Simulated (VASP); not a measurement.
Data:

```
CELL_PARAMETERS angstrom
      3.34757     0.00000     0.00000
      0.00000     3.34757     0.00000
      0.00000     0.00000     3.34757
ATOMIC_POSITIONS crystal
  Rh 0.00000 0.00000 0.00000
  Te 0.50000 0.50000 0.50000
```

The numbers are results of PBE GGA, VASP's PBE PAW potentials (set 64) (plane waves; VASP 6.6.1), not measurements. Numerical set-up: 400 eV cut-off, Gaussian smearing of 0.050 eV, potentials Rh_pv Te.

Question: Give the energies of bands 5 to 13 at the high-symmetry points, in eV from the Fermi level.

Answer: 
| band | Γ | X | M | R |
|---|---|---|---|---|
| 5 | -3.28 | -7.79 | -5.54 | -6.21 |
| 6 | -3.28 | -3.24 | -5.54 | -6.21 |
| 7 | -1.31 | -3.24 | -3.20 | -6.21 |
| 8 | -1.31 | -2.87 | -2.02 | -0.41 |
| 9 | -1.31 | -1.25 | -2.02 | -0.41 |
| 10 | -0.72 | -0.39 | -0.71 | 1.89 |
| 11 | -0.72 | 3.38 | -0.46 | 1.89 |
| 12 | -0.72 | 3.38 | 1.60 | 1.89 |
| 13 | 3.50 | 5.66 | 1.80 | 2.05 |

It has no gap at this level: it comes out as a metal or semimetal.

The structure was generated: RhTe was put into the CsCl type type (Pm-3m), which need not be its known phase. It was relaxed first, which changed the volume by -22 %. The electron count is odd and the run is not spin-polarised, which forces a metal.
